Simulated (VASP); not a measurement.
```
BN
1.0
    1.22576    -2.12309     0.00000
    1.22576     2.12309     0.00000
    0.00000     0.00000     4.85304
B N
2 2
Direct
  0.33333   0.66667   0.25000
  0.66667   0.33333   0.75000
  0.66667   0.33333   0.25000
  0.33333   0.66667   0.75000
```

Calculation: PBE GGA, VASP's PBE PAW potentials (set 64) (plane waves; VASP). Numerical set-up: 620 eV cut-off, 10×10×5 Γ-centred mesh, Gaussian smearing of 0.050 eV, potentials B N.

Without a dispersion term in the relaxation, distances and binding between the weakly bound layers, chains or molecules are unreliable, and so is what depends on them.

Q: Estimate the energy per atom (σ→0), pressure.

A: 
```json
{
  "energy per atom (σ→0)": "-8.506 eV/atom",
  "pressure": "452.6 kbar"
}
```

The absolute energy has meaning only against runs of the same code, potentials and settings.

The compound is BN in the hex structure. It was relaxed first under an external pressure of 45 GPa.
